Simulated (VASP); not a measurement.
SrTiO3 (Tausonite), 5 atoms in the cell. The structure is cubic, space group Pm-3m (No. 221). Conventional cell: a = 3.905 Å, b = 3.905 Å, c = 3.905 Å, α = 90.00°, β = 90.00°, γ = 90.00°. Sr (site symmetry m-3m) is surrounded by 12 O at 2.76 Å. Around Ti (site symmetry m-3m) lie 6 O at 1.95 Å. Around O (site symmetry 4/mmm) lie 2 Ti at 1.95 Å. 

| Item | Value |
| --- | --- |
| Program | VASP 6.6.1 |
| Task | relaxation of cell and atoms |
| Functional | PBE |
| Potentials or basis | VASP PAW PBE potentials, release 64 (Sr_sv, Ti_sv, O) |
| Cutoff | 600 eV |
| k mesh | 8 × 8 × 8 |
| Occupations | gaussian, width 0.03 eV |
| Spin | no spin polarisation |
| Target pressure | 0.72 GPa |
| Further INCAR settings | ALGO = Normal; EDIFF = 1e-06; IBRION = 2; EDIFFG = -0.01; NSW = 90; ISIF = 3 |
| Target pressure | 0.72 GPa |

Potentials or basis: VASP PAW PBE potentials, release 64 (Sr_sv, Ti_sv, O).

Run with:

```console
$ cat potpaw_PBE.64/Sr_sv/POTCAR potpaw_PBE.64/Ti_sv/POTCAR potpaw_PBE.64/O/POTCAR > POTCAR
$ mpirun -np 1 vasp_std > vasp.out
```

Hardware: 1 thread of Intel(R) Xeon(R) Platinum 8488C (Sapphire Rapids), with other jobs on the host.

**Question.** Estimate the wall time of this run.

**Answer.** Wall time 78 s on 1 thread of Intel(R) Xeon(R) Platinum 8488C (Sapphire Rapids), with other jobs on the host, peak memory 0.23 GiB. Counts: scf iterations 37, k points 35, ion steps 3.
